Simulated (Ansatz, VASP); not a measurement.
## Ta (Tantalum): VASP beside Ansatz

Wanted: the spread between two codes on one cell, functional and k mesh. The cell is taken from a series of VASP runs on this material, whose earlier steps may have relaxed, scaled or displaced it; both programs get it as it stands.

Main program and level: Ansatz 0.2.0; plane waves, with VASP 6.6.1 beside it; relaxation of cell and atoms at PBEsol, spin-orbit coupling.

### 1. The starting structure

Symmetry: Im-3m, No. 229, cubic system. Conventional cell: a = 3.281 Å, b = 3.281 Å, c = 3.281 Å, α = 90.00°, β = 90.00°, γ = 90.00°. Nearest to Ta lie 8 Ta at 2.84 Å.

As a file:

```xyz
1
Lattice="-1.6403 1.6403 1.6403 1.6403 -1.6403 1.6403 1.6403 1.6403 -1.6403" Properties=species:S:1:pos:R:3 pbc="T T T"
Ta    0.0000    0.0000    0.0000
```

### 2. VASP: relaxation of cell and atoms, PBEsol, spin-orbit coupling

The relaxed volume is the usual yardstick between codes: its relative difference is about their pressure difference at one cell divided by the bulk modulus.

Lines of VASP's logs that name or quote its potential files are left out, and so is its time.

File INCAR:

```
SYSTEM = Ta
PREC = Accurate
ENCUT = 450
EDIFF = 1E-06
NELM = 100
ISMEAR = 1
SIGMA = 0.15
LREAL = .FALSE.
ALGO = Normal
GGA = PS
LNONCOLLINEAR = .TRUE.
MAGMOM = 0 0 0
NBANDS = 22
GGA_COMPAT = .FALSE.
LASPH = .TRUE.
LSORBIT = .TRUE.
LMAXMIX = 4
LORBIT = 11
LWAVE = .FALSE.
LCHARG = .FALSE.
KPAR = 8
IBRION = 2
NSW = 50
ISIF = 3
EDIFFG = -0.006
```

File POSCAR:

```
Ta
1.0
   -1.6403239230      1.6403239230      1.6403239230
    1.6403239230     -1.6403239230      1.6403239230
    1.6403239230      1.6403239230     -1.6403239230
Ta
1
Direct
    0.0000000000      0.0000000000      0.0000000000
```

File KPOINTS:

```
Automatic mesh
0
Gamma
16 16 16
0 0 0
```

PAW data sets: Ta_pv (PBE family, release 64).

Run with:

```console
> mpirun -np 8 vasp_ncl
```

Numbers of over 12 decimals in the logs are rounded to 6 here.

The log of the run:

```text
[banner, memory and clock lines left out]
running    8 mpi-ranks, on    1 nodes
 distrk:  each k-point on    1 cores,    8 groups
 distr:  one band on    1 cores,    1 groups

 POSCAR found type information on POSCAR Ta
 POSCAR found :  1 types and       1 ions
|                                                                             |
|           W    W    AA    RRRRR   N    N  II  N    N   GGGG   !!!           |
|           W    W   A  A   R    R  NN   N  II  NN   N  G    G  !!!           |
|           W    W  A    A  R    R  N N  N  II  N N  N  G       !!!           |
|           W WW W  AAAAAA  RRRRR   N  N N  II  N  N N  G  GGG   !            |
|           WW  WW  A    A  R   R   N   NN  II  N   NN  G    G                |
|           W    W  A    A  R    R  N    N  II  N    N   GGGG   !!!           |
|                                                                             |
|     For optimal performance we recommend to set                             |
|       NCORE = 2 up to number-of-cores-per-socket                            |
|     NCORE specifies how many cores store one orbital (NPAR=cpu/NCORE).      |
|     This setting can greatly improve the performance of VASP for DFT.       |
|     The default, NCORE=1 might be grossly inefficient on modern             |
|     multi-core architectures or massively parallel machines. Do your        |
|     Unfortunately you need to use the default for GW and RPA                |
|     calculations (for HF NCORE is supported but not extensively tested      |
|     yet).                                                                   |
|                                                                             |

|                                                                             |
|               ----> ADVICE to this user running VASP <----                  |
|                                                                             |
|     You enforced a specific xc type in the INCAR file but a different       |
|     [... a line on the potential file left out ...]
|     I HOPE YOU KNOW WHAT YOU ARE DOING!                                     |
|                                                                             |

 LDA part: xc-table for (Slater+PW92), standard interpolation
 POSCAR, INCAR and KPOINTS ok, starting setup
 FFT: planning ... GRIDC
 FFT: planning ... GRID_SOFT
 FFT: planning ... GRID
 WAVECAR not read
 entering main loop
       N       E                     dE             d eps       ncg     rms          rms(c)
DAV:   1     0.847244231333E+02    0.84724E+02   -0.54393E+03  6380   0.926E+02
DAV:   2    -0.113540404886E+02   -0.96078E+02   -0.93168E+02  7434   0.304E+02
DAV:   3    -0.137623292590E+02   -0.24083E+01   -0.23874E+01  7690   0.464E+01
DAV:   4    -0.137739390156E+02   -0.11610E-01   -0.11606E-01  7416   0.345E+00
DAV:   5    -0.137740212769E+02   -0.82261E-04   -0.82253E-04  7526   0.266E-01    0.143E+01
DAV:   6    -0.133809658970E+02    0.39306E+00   -0.31998E-01  7438   0.647E+00    0.696E+00
DAV:   7    -0.132639378205E+02    0.11703E+00   -0.27123E-01  7420   0.548E+00    0.123E+00
DAV:   8    -0.132638577334E+02    0.80087E-04   -0.98241E-03  7452   0.583E-01    0.309E-01
DAV:   9    -0.132628893341E+02    0.96840E-03   -0.19831E-03  7546   0.539E-01    0.743E-02
DAV:  10    -0.132628434301E+02    0.45904E-04   -0.11002E-04  7294   0.123E-01    0.202E-02
DAV:  11    -0.132628413205E+02    0.21096E-05   -0.47602E-06  7852   0.253E-02    0.721E-03
DAV:  12    -0.132628413030E+02    0.17509E-07   -0.45563E-08  4228   0.239E-03
   1 F= -.13262841E+02 E0= -.13262480E+02  d E =-.132628E+02  mag=     0.0000    -0.0000    -0.0000
 curvature:   0.00 expect dE= 0.000E+00 dE for cont linesearch  0.000E+00
 trial: gam= 0.00000 g(F)=  0.358E-62 g(S)=  0.223E-05 ort = 0.000E+00 (trialstep = 0.100E+01)
 search vector abs. value=  0.223E-05
 reached required accuracy - stopping structural energy minimisation
```

From OUTCAR (step 2):

```text
ion  position               nearest neighbor table
   1  0.000  0.000  0.000-

  LATTYP: Found a body centered cubic cell.
 ALAT       =     3.2806478460

 Subroutine GETGRP returns: Found 48 space group operations
 (whereof 48 operations were pure point group operations)

The static configuration has the point symmetry O_h .

 Found    145 irreducible k-points:

   k-points           NKPTS =    145   k-points in BZ     NKDIM =    145   number of bands    NBANDS=     22

   dimension x,y,z NGX =    20 NGY =   20 NGZ =   20
   dimension x,y,z NGXF=    40 NGYF=   40 NGZF=   40

   ENCUT  =  450.0 eV  33.07 Ry    5.75 a.u.   4.91  4.91  4.91*2*pi/ulx,y,z

   NELECT =      11.0000    total number of electrons

 k-points in reciprocal lattice and weights: Automatic mesh
   0.00000000  0.00000000  0.00000000       0.000
   0.06250000  0.00000000  0.00000000       0.003
   0.12500000  0.00000000  0.00000000       0.003
   0.18750000  0.00000000  0.00000000       0.003
   0.25000000  0.00000000  0.00000000       0.003
   0.31250000  0.00000000  0.00000000       0.003
   0.37500000  0.00000000  0.00000000       0.003
   0.43750000  0.00000000  0.00000000       0.003
   0.50000000  0.00000000  0.00000000       0.001
[...]
0.50000000  0.50000000  0.43750000       0.003
   0.50000000  0.50000000  0.50000000       0.000

 average (electrostatic) potential at core
       1 -36.0469

 E-fermi :   5.4482

 k-point     1 :       0.0000    0.0000    0.0000
  band No.  band energies     occupation
    ...
      4     -24.8922      1.00000
      5     -24.8922      1.00000
      6     -24.8922      1.00000
      7      -2.5226      1.00000
      8      -2.5226      1.00000
      9       6.0330     -0.00000
     10       6.0330     -0.00000
     11       6.0330     -0.00000
     12       6.0330     -0.00000
     13       6.4512     -0.00000
    ...

 k-point     2 :       0.0625    0.0000    0.0000
  band No.  band energies     occupation
    ...
      4     -24.9410      1.00000
      5     -24.9015      1.00000
      6     -24.9015      1.00000
      7      -2.3406      1.00000
      8      -2.3406      1.00000
      9       5.9607     -0.00001
     10       5.9607     -0.00001
     11       6.0777     -0.00000
     12       6.0777     -0.00000
     13       6.5042     -0.00000
    ...

 k-point     3 :       0.1250    0.0000    0.0000
  band No.  band energies     occupation
    ...
      4     -25.0774      1.00000
      5     -24.9279      1.00000
      6     -24.9279      1.00000
      7      -1.8203      1.00000
      8      -1.8203      1.00000
      9       5.7037     -0.01839
     10       5.7037     -0.01839
     11       5.9691     -0.00001
     12       5.9691     -0.00001
     13       6.9284     -0.00000
    ...

  Total        0.0039241      0.0039241      0.0039241      0.0000000      0.0000000     -0.0000000
  in kB        0.3561238      0.3561238      0.3561238      0.0000000      0.0000000     -0.0000000
  external PRESSURE =       0.3561238 kB  Pullay stress =       0.0000000 kB

  energy-cutoff  :      450.00
  volume of cell :       17.65
      direct lattice vectors                 reciprocal lattice vectors
    -1.640323923  1.640323923  1.640323923     0.000000000  0.304817843  0.304817843
     1.640323923 -1.640323923  1.640323923     0.304817843  0.000000000  0.304817843
     1.640323923  1.640323923 -1.640323923     0.304817843  0.304817843  0.000000000

 POSITION                                       TOTAL-FORCE (eV/Angst)
 -----------------------------------------------------------------------------------
      0.00000      0.00000      0.00000        -0.000000     -0.000000     -0.000000
 -----------------------------------------------------------------------------------
    total drift:                                0.000000     -0.000000     -0.000000

  FREE ENERGIE OF THE ION-ELECTRON SYSTEM (eV)
  ---------------------------------------------------
  free  energy   TOTEN  =       -13.2628413030 eV

  energy  without entropy=      -13.2617571571  energy(sigma->0) =      -13.26247992

 reached required accuracy - stopping structural energy minimisation

 Spin-Orbit-Coupling matrix elements
 Ion:    1  E_soc:     -1.4181133

 total charge
# of ion       s       p       d       tot
------------------------------------------
    1        0.374   6.171   2.439   8.984

 magnetization (x)
# of ion       s       p       d       tot
------------------------------------------
    1        0.000  -0.000   0.000  -0.000

 magnetization (y)
# of ion       s       p       d       tot
------------------------------------------
    1        0.000   0.000   0.000   0.000

 magnetization (z)
# of ion       s       p       d       tot
------------------------------------------
    1        0.000   0.000   0.000   0.000

[... 3 further parts left out ...]
```

### 3. Ansatz: relaxation of cell and atoms, PBEsol, spin-orbit coupling

Ansatz runs on its fully relativistic PAW (standard-fr) files.

The same cell, functional, mesh and smearing now go to Ansatz, which takes its cutoff from its data sets.

File input.yaml:

```yaml
crystal:
  lattice:
    - [-1.640323923, 1.640323923, 1.640323923]
    - [1.640323923, -1.640323923, 1.640323923]
    - [1.640323923, 1.640323923, -1.640323923]
  atoms:
    - { symbol: Ta, position: [0.0, 0.0, 0.0] }
hamiltonian:
  xc: pbesol
  pseudopotentials: { kind: paw_fr }
magnetization:
  noncollinear: true
  spin_orbit: true
kpoints:
  mp_grid: { grid: [16, 16, 16] }
scf:
  occupations: { method: methfessel_paxton, width: 0.15 }
relax:
  f_tol: 0.01
  max_steps: 60
  cell: { stress_tol: 0.05 }
output:
  forces: true
  stress: true
```

Run with:

```console
> ansatz run input.yaml --threads 4 --pin off --max-ram 9216MiB --backend cpu --events-out ev --progress --plain --runs-dir out
```

The log of the run:

```text
Engine: ansatz 0.2.0, aarch64-unknown-linux-gnu
Pseudopotentials: kind: paw_fr
Pseudopotential: Ta, paw_fr, valence charge 13, recommended cutoff 420 eV (normal), Ta.paw.azcp#standard-fr
Functional definition: PBEsol
  exchange = pbesol_x
  correlation = pbesol_c
non-collinear run that drives no moment, with spin-orbit: no starting moment large enough to seed its density (crystal.atoms[].spin), no starting occupations that ask for one, no magnetisation constraint and no magnetic field, so the semilocal B_xc is pinned to zero
Crystal: 1 atoms, lattice volume = 17.654 Å³
Basis set: ecut = 420 eV, 369 PW (Γ), exchange–correlation on 40×40×40 points (8 copies of the dense FFT grid, shifted against one another)
Bands: 22, of which v1, the nominal top of the filled ones, is band 13 counted from 1 (12 counted from 0)
Symmetry: 48 space group operations + 48 with time reversal
Magnetic group: BNS 229.141 (UNI 1643), of the structure as read, at distance tolerance 2.6e-5 Å
k-points: 145 of 4096
Projection manifold: j_resolved (fully-relativistic pseudo-atomic orbitals)
Non-local potential: Ta, projectors of the file, l = 0: 3, l = 1: 4, l = 2: 4, l = 3: 2
PAW form: soft (Blöchl's): semilocal exchange-correlation on the pseudo side does not see the compensation charge
PAW frozen core: Ta, regenerated for the run's functional, and the local potential with it (the file was generated under x = pbe(κ = 0.804, μ = 0.219515), c = pbe(β = 0.066725))
PAW one-centre angular grid: Ta, 590 points (default); XC on 64 Gauss nodes
Initial density: superposition of atomic densities (chi_scale 0.1, normalization cell)
Initial wavefunctions: pseudopotential atomic-orbital guess
Functional: x = pbesol(κ = 0.804, μ = 0.123457), c = pbesol(β = 0.046)
SCF iter   1: F=—  HF=-9828.705785 eV  |F-HF|=—  |Δ(HF+E_count)|=         —  Δρ=4.18e-2  dr2=2.89e-1  dr2_m=0.00e0 (ungated)  ethr=3.10e-3  |M|=0.00e0 ∫|m|=0.00e0 μB  |m|>n=0.0e0 m-floor=0.0e0 τ_xc=0.0e0  β_m=0.30  ⟨swp⟩=6.0  Hψ=8135  notcnv=0
preconditioner: auto → none  [metal: Δε(μ)=0.010 eV  Ē_g=8.667 eV  σ=0.150 eV  W_gap=0.06  n_scr=0 (ndim 8)  ℏωp=19.8 eV  f_vac=0.000  D(μ)=1.50/eV (n_scr^D=18)]
SCF iter   2: F=—  HF=-9828.626044 eV  |F-HF|=—  |Δ(HF+E_count)|=   7.97e-2  S|Δr|=    0.00e0  Δρ=2.53e-2  dr2=8.60e-2  dr2_m=0.00e0 (ungated)  ethr=2.22e-3  |M|=0.00e0 ∫|m|=0.00e0 μB  |m|>n=0.0e0 m-floor=0.0e0 τ_xc=0.0e0  β_m=0.49  ⟨swp⟩=2.0  Hψ=2617  notcnv=0  defer=364
SCF iter   3: F=—  HF=-9828.606901 eV  |F-HF|=—  |Δ(HF+E_count)|=   1.91e-2  S|Δr|=    0.00e0  Δρ=5.18e-3  dr2=1.66e-3  dr2_m=0.00e0 (ungated)  ethr=6.62e-4  |M|=0.00e0 ∫|m|=0.00e0 μB  |m|>n=0.0e0 m-floor=0.0e0 τ_xc=0.0e0  β_m=0.67  ⟨swp⟩=2.4  Hψ=2536  notcnv=0  defer=364
SCF iter   4: F=—  HF=-9828.607821 eV  |F-HF|=—  |Δ(HF+E_count)|=   9.21e-4  S|Δr|=    0.00e0  Δρ=1.86e-4  dr2=2.59e-6  dr2_m=0.00e0 (ungated)  ethr=1.28e-5  |M|=0.00e0 ∫|m|=0.00e0 μB  |m|>n=0.0e0 m-floor=0.0e0 τ_xc=0.0e0  β_m=0.67  ⟨swp⟩=2.0  Hψ=2135  notcnv=0  defer=364
SCF iter   5: F=—  HF=-9828.607822 eV  |F-HF|=—  |Δ(HF+E_count)|=   7.87e-7  S|Δr|=    0.00e0  Δρ=4.58e-5  dr2=7.12e-8  dr2_m=0.00e0 (ungated)  ethr=7.69e-10  |M|=0.00e0 ∫|m|=0.00e0 μB  |m|>n=0.0e0 m-floor=0.0e0 τ_xc=0.0e0  β_m=0.83  ⟨swp⟩=4.7  Hψ=5214  notcnv=0
SCF iter   6: F=-9828.607822 eV  HF=-9828.607822 eV  |F-HF|=1.01e-9  |Δ(HF+E_count)|=   1.55e-8  S|Δr|=    0.00e0  Δρ=3.62e-6  dr2=1.78e-9  dr2_m=0.00e0 (ungated)  ethr=5.48e-10  |M|=0.00e0 ∫|m|=0.00e0 μB  |m|>n=0.0e0 m-floor=0.0e0 τ_xc=0.0e0  ⟨swp⟩=2.3  Hψ=4850  notcnv=0
SCF 1 converged in 6 iterations: F = -9828.607822 eV  dr2 = 1.78e-9
  greatest PAW one-centre occupation: 1.000 electrons in one spin orbital (limit 2), on the Ta atom at site 0 (counted from 0), in its partial waves of l = 0
relax step   1: F+E_penalty+E_count = -9828.60782194 eV  Δ(F+E_penalty+E_count) = +0.000e0 eV  max|allowed force component| = 0.000e0 eV/Å  Δτ_max = 0.0000 Å  P = +0.197 GPa  Ω = 17.654 Å³  (6 SCF iters, dr2 threshold 1.00e-7 eV, accepted)
[...]
relax step   2: F+E_penalty+E_count = -9828.60773391 eV  Δ(F+E_penalty+E_count) = +8.803e-5 eV  max|allowed force component| = 0.000e0 eV/Å  Δτ_max = 0.0000 Å  P = -0.533 GPa  Ω = 17.718 Å³  energy of the carried Pulay correction = -2.087e-5 eV  (3 SCF iters, dr2 threshold 9.69e-8 eV, rejected (line search))
[...]
relax step   3: F+E_penalty+E_count = -9828.60782678 eV  Δ(F+E_penalty+E_count) = -4.845e-6 eV  max|allowed force component| = 0.000e0 eV/Å  Δτ_max = 0.0000 Å  P = -0.001 GPa  Ω = 17.671 Å³  energy of the carried Pulay correction = -5.617e-6 eV  (5 SCF iters, accepted)
[...]
relax step   4: F+E_penalty+E_count = -9828.60783391 eV  Δ(F+E_penalty+E_count) = -7.132e-6 eV  max|allowed force component| = 0.000e0 eV/Å  Δτ_max = 0.0000 Å  P = -0.000 GPa  Ω = 17.671 Å³  stress off target by 1.70e-4 GPa  SCF on the basis re-selected at this cell (its energy is not comparable with the rows above)  (3 SCF iters)
basis re-selected at this cell: Δ(F+E_penalty+E_count) = -7.132e-6 eV, ΔP = +0.000 GPa vs the last step (what re-selecting the basis moved, of the pressure what is left beyond the Pulay correction that the steps carried, after the strain that the cell walked since its last selection, with what the two solves' SCF thresholds leave and, on support functions, any second-order correction that the steps lacked; it is no measure of the basis error at this ecutwfc). This SCF's stress stands 1.70e-4 GPa from its target on what of the cell is left free (relax.cell.stress_tol is 5.00e-2 GPa) and its largest allowed force component is 0.00e0 eV/Å (relax.f_tol is 1.00e-2 eV/Å): [rest of the remark cut]
SCF converged after 3 iterations
Stability not checked: this state was not tested for a lower state beside it, because cold or Methfessel-Paxton smearing, or corrected tetrahedra, fill the levels in a way that the test cannot read (fill_not_monotonic; see scf.lower_state_search)
Magnetization: |M| = 0.0000 μB,  M = (+0.0000, +0.0000, +0.0000) μB
Absolute magnetization: 0.0000 μB (∫|m|)
  site 0: m = (+0.0000, +0.0000, +0.0000) μB, |m| = 0.0000 μB  (R = 1.17 Å)
Free energy (F): -9828.607834 eV
Harris-Foulkes:  -9828.607834 eV  (|F-HF|=5.46e-12)
Internal energy: -9828.606858 eV  (E = F + TS)
E sigma→0 (E₀):  -9828.607590 eV
Entropy (-TS):   -0.000976 eV (-0.976 meV/atom)
Fermi energy:    18.823844 eV
--- Per-component energies (eV) ---
  E_band       = -102.471171
  E_kinetic    = 366.463869
  E_local      = -539.215974  (includes V_loc(G=0)·N_el)
  E_nonlocal   = 14.471044
  E_hartree    = 187.243735
  E_xc         = -216.784422
  E_vxc        = -203.752777  (∫ρ·V_xc dr)
  E_paw        = -8291.672645  (= ΣΔE_a)
  E_vpaw       = -114.924923  (= ΣTr[D̂ρ^β])
  E_aug_tail   = 0.000135  (compensation charges beyond the density's cutoff)
  E_ewald      = -1349.330965
  E_core_change = 0.218366  (= ΣΔE_core)
  E_smearing   = -0.000976  (= −TS)
  E_closure    = 0.000000  (closes the sum)
  Σ components = -9828.607834   (vs F -9828.607834, Δ=0.00e0)
--- Forces (eV/Å), atoms counted from 1 ---
  atom   1  Ta    -0.00000000    -0.00000000     0.00000000
  max |Σ_I F_I| component: 3.04e-31 eV/Å
--- Stress (GPa, compression-positive) ---
       -0.000170      -0.000000       0.000000
        0.000000      -0.000170      -0.000000
       -0.000000      -0.000000      -0.000170
  P = ⅓ Tr σ = -0.0002 GPa (-0.002 kbar)
--- Relaxed structure (3 steps of the walk, 2 accepted, 1 SCFs on fresh bases) ---
  F+E_penalty+E_count = -9828.60783391 eV   max|allowed force component| = 0.000e0 eV/Å   (the final SCF, on the basis selected at the relaxed cell)
  cell:  # Å, volume = 17.6714 Å³
    - [-1.640854, 1.640854, 1.640854]
    - [1.640854, -1.640854, 1.640854]
    - [1.640854, 1.640854, -1.640854]
  atoms:
    - { symbol: Ta, position: [0.0, 0.0, 0.0] }
```

Run time: 9.4 s. Hardware: 4 threads of Arm Neoverse N1, shared host; peak memory 0.42 GiB; 33 s of CPU time.

### 4. Side by side

Known differences besides the potentials themselves: spin-orbit coupling enters by fully relativistic files in Ansatz and inside the spheres in VASP; both relaxations stop at a tolerance, which leaves soft axes loose, and VASP keeps its plane-wave basis; the data sets hold 13 valence electrons in Ansatz (fully relativistic PAW (standard-fr) files) and 11 in VASP; the cutoff is 420 eV in Ansatz and 450 eV in VASP; Ansatz makes its cores anew for this functional, VASP keeps those of its PBE data sets; Ansatz adds a Pulay correction to the stress that steers its cell, VASP none. Total energies have different zeros and are not compared.

Compared:

| quantity | Ansatz | VASP | difference |
| --- | --- | --- | --- |
| volume (Å³) | 17.67 | 17.65 | +0.10 % |
| edge a after relaxation, in the typed setting (Å) | 2.842 | 2.841 | +0.03 % |

The walks stopped with 0.00 GPa left in Ansatz and 0.04 GPa in VASP; each walk ends within a tolerance, so the volume difference is uncertain by about these residues over the bulk modulus, most in soft cells.

### 5. Summary of results

```
difference in volume (relaxation of cell and atoms, PBEsol, spin-orbit coupling) : 0.097 %
```

The difference in volume is 0.097 % (relaxation of cell and atoms, PBEsol, spin-orbit coupling), within the 1.2 % picked in this series as the mark of a large difference, as far as the stopping tolerances let one tell. How closely two codes agree says nothing of how well the functional describes the real material.

[Lines on the potential files, build, host, timing and source positions are cut from VASP's logs without a mark.]

[Logs are printed without paths, hosts, clocks, repeated set-up lines and the standing remarks that a program may print on its own settings, such as how far it seeks lower states.]

[Hosts, paths, dates, database ids (printed as entryN), source tags and the programs' standing remarks are cut or masked in the printed files.]
